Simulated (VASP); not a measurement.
An input for Ansatz (written as the equivalent of a VASP run, and not itself run):

Ansatz 0.2 input:
```yaml
crystal:
  lattice:
    - [2.1302200, -3.6896490, 0.0000000]
    - [2.1302200, 3.6896490, 0.0000000]
    - [0.0000000, 0.0000000, 6.9455080]
  atoms:
    - { symbol: Cd, position: [0.6666670, 0.3333330, 0.5000000] }
    - { symbol: Cd, position: [0.3333330, 0.6666670, 0.0000000] }
    - { symbol: Se, position: [0.6666670, 0.3333330, 0.8760000] }
    - { symbol: Se, position: [0.3333330, 0.6666670, 0.3760000] }
kpoints:
  mp_grid: { grid: [2, 2, 1] }
hamiltonian:
  xc: pbesol
  pseudopotentials: { kind: paw }
scf:
  occupations: { method: fermi_dirac, width: 0.01 }
  max_iter: 100
output: { forces: true, stress: true, eigenvalues: true }
```

Write the VASP files for the same calculation (PBEsol).

Several could match; the one computed here: 
### INCAR
```
SYSTEM = CdSe
PREC = Accurate; ENCUT = 300; LREAL = .False.
LASPH = .True.
EDIFF = 1E-6; NELM = 100; ALGO = Normal
LMAXMIX = 4
ISMEAR = -1; SIGMA = 0.01
GGA = PS
ISIF = 2
LWAVE = .False.; LCHARG = .False.
```

### KPOINTS
```
kpoints
0
gamma
2 2 1
0 0 0
```

**POSCAR**
```
CdSe
6.9455080
  0.3067047076  -0.5312280974   0.0000000000
  0.3067047076   0.5312280974   0.0000000000
  0.0000000000   0.0000000000   1.0000000000
Cd Se
2 2
Cart
  0.3067047076  -0.1770763866   0.5000000000
  0.3067047076   0.1770763866   0.0000000000
  0.3067047076  -0.1770763866   0.8760000000
  0.3067047076   0.1770763866   0.3760000000
```

POTCAR, in this order: Cd Se (PBE.64 set). Program: vasp_std.

What does not carry over: each code has its own PAW files, so the cut-off isn't converted (ENCUT is set for VASP's; basis.ecutwfc is left out, and Ansatz then takes the one that its files recommend); Ansatz stops its SCF on the density residual and VASP on the energy change (EDIFF).

The structure is a typed CdSe crystal (P6_3mc). The cell was not relaxed at this level. The k-mesh is coarse (spacing up to 0.90 per Å, 2π included), so the numbers may not be converged in it. The run is one of a series of settings (KPOINTS 2×2×1 Γ-centred mesh against the base run), some of them coarse on purpose.
